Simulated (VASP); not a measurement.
Input:

```xyz
2
Lattice="0.0000 3.2598 3.2598 3.2598 0.0000 3.2598 3.2598 3.2598 0.0000" Properties=species:S:1:pos:R:3 pbc="T T T"
Na     0.0000     0.0000     0.0000
I      3.2598     3.2598     3.2598
```

Method: PBE GGA with spin-orbit coupling, VASP's PBE PAW potentials (set 64) (plane waves; VASP 6.6.1). Numerical set-up: 350 eV cut-off, 6×6×6 Γ-centred mesh, Gaussian smearing of 0.050 eV, potentials Na_pv I.

Question: Estimate the energy per atom (σ→0), band gap (on the k-mesh) with the smallest direct gap where there is one.

Answer: 
The band gap (on the k-mesh) is 3.25 eV and the smallest direct gap (on the k-mesh) comes out as 3.25 eV. The energy per atom (σ→0) is -2.755 eV/atom.

The absolute energy has meaning only against runs of the same code, potentials and settings.

The compound is NaI in the rock salt structure. It was relaxed first.
